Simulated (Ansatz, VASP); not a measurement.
# BeAs2: VASP beside Ansatz

INCAR

```
SYSTEM = BeAs2
PREC = Accurate
ENCUT = 600
EDIFF = 1E-7
ISMEAR = 0
SIGMA = 0.1
LREAL = .False.
LASPH = .True.
NELM = 80
ALGO = Fast
ISIF = 3
LWAVE = .False.
LCHARG = .False.
GGA = PE
IBRION = 2
NSW = 100
EDIFFG = -0.01
```

File KPOINTS:

```
regular mesh
0
Gamma
  14 14 14
  0 0 0
```

The input POSCAR:

```
BeAs2
1.0
    0.0000000000      3.0669347897      3.0669347897
    3.0669347897      0.0000000000      3.0669347897
    3.0669347897      3.0669347897      0.0000000000
Be As
1 2
Direct
    0.2500000000      0.2500000000      0.2500000000
    0.7500000000      0.7500000000      0.7500000000
    0.0000000000      0.0000000000      0.0000000000
```

Input for Ansatz:

```yaml
crystal:
  lattice:
    - [0.0, 3.0669347897, 3.0669347897]
    - [3.0669347897, 0.0, 3.0669347897]
    - [3.0669347897, 3.0669347897, 0.0]
  atoms:
    - { symbol: Be, position: [0.25, 0.25, 0.25] }
    - { symbol: As, position: [0.75, 0.75, 0.75] }
    - { symbol: As, position: [0.0, 0.0, 0.0] }
basis:
  ecutwfc: 420
kpoints:
  mp_grid: { grid: [14, 14, 14] }
hamiltonian:
  xc: pbe
scf:
  occupations: { method: gaussian, width: 0.1 }
output:
  forces: true
  stress: true
  eigenvalues: true
  write_density: true
  write_potential: true
  elf: true
  volumetric_format: npy
relax:
  adjacent_minimum: "off"
  f_tol: 0.01
  max_steps: 80
  cell: { stress_tol: 0.05 }
```

Alike in both runs: task relaxation of cell and atoms; functional PBE; k mesh 14 × 14 × 14; occupations gaussian, width 0.1 eV; no spin polarisation.

|  | VASP | Ansatz |
| --- | --- | --- |
| version | VASP 6.6.1 | Ansatz 0.2.0 |
| potentials or method | VASP PAW PBE potentials, release 64 (Be, As) | scalar-relativistic, plane waves, PAW |
| plane-wave cutoff (eV) | 600 | 420 |
| valence electrons in the cell | 12 | 32 |

|  | VASP | Ansatz | Ansatz less VASP |
| --- | --- | --- | --- |
| gap on the k mesh at the Fermi level, each at its own relaxed structure (eV) | none | none | - |
| relaxed volume (Å³/atom) | 19.18 | 19.14 | -0.047 |
| relaxed cell length with the largest relative difference (Å) | 4.334 | 4.330 | -0.0036 |

A gap of «none» marks a metal or a gap that the smearing closes. The two sets of potentials don't hold the same shells in valence.
